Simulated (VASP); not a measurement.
```
PbTe
1.0
    0.00000     3.28187     3.28187
    3.28187     0.00000     3.28187
    3.28187     3.28187     0.00000
Te Pb
1 1
Direct
  0.50000   0.50000   0.50000
  0.00000   0.00000   0.00000
```

All values below come from PBE GGA, VASP's PBE PAW potentials (set 64) (plane waves; VASP). Numerical set-up: 400 eV cut-off, Gaussian smearing of 0.050 eV, potentials Te Pb_d.

Unless said otherwise, spin-orbit coupling is left out, though it shifts the bands of the heavy elements here.

Task: Give the energies of bands 7 to 13 at the high-symmetry points, in eV from the valence-band maximum.

Result: 
```json
[
 {"band": "7", "Γ": "-5.70", "X": "-7.22", "U": "-7.79", "L": "-8.35", "W": "-7.82"},
 {"band": "8", "Γ": "-1.17", "X": "-4.13", "U": "-3.77", "L": "-0.74", "W": "-3.46"},
 {"band": "9", "Γ": "-1.17", "X": "-2.53", "U": "-2.05", "L": "-0.74", "W": "-3.46"},
 {"band": "10", "Γ": "-1.17", "X": "-2.53", "U": "-1.89", "L": "0.00", "W": "-0.28"},
 {"band": "11", "Γ": "4.03", "X": "3.50", "U": "3.54", "L": "0.83", "W": "1.73"},
 {"band": "12", "Γ": "4.03", "X": "5.31", "U": "3.73", "L": "1.39", "W": "5.21"},
 {"band": "13", "Γ": "4.03", "X": "5.31", "U": "5.21", "L": "1.39", "W": "5.21"}
]
```

The gap is direct, 0.83 eV, from the valence maximum at L to the conduction minimum at L.

The compound is PbTe in the rock salt structure. It was relaxed first.
